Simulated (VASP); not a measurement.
Data:

```yaml
crystal:
  lattice:
    - [2.08726, -3.61524, 0.00000]
    - [2.08726, 3.61524, 0.00000]
    - [0.00000, 0.00000, 6.78398]
  atoms:
    - { symbol: Cd, position: [0.66667, 0.33333, 0.50001] }
    - { symbol: Cd, position: [0.33333, 0.66667, 0.00001] }
    - { symbol: S, position: [0.66667, 0.33333, 0.87699] }
    - { symbol: S, position: [0.33333, 0.66667, 0.37699] }
```

All values below come from rev-vdW-DF2, VASP's PBE PAW potentials (set 64) (plane waves; VASP). Settings: 520 eV cut-off, Gaussian smearing of 0.050 eV, potentials Cd S.

Question: What does the run give for the band gap (along the path) with the smallest direct gap where there is one?

Answer: 
| Item | Value |
|---|---|
| band gap (along the path) | 1.00 eV |
| smallest direct gap (along the path) | 1.00 eV |

Total energies compare only between runs with the same potentials, cut-off and functional.

The compound is CdS in the wurtzite structure. It was relaxed first.
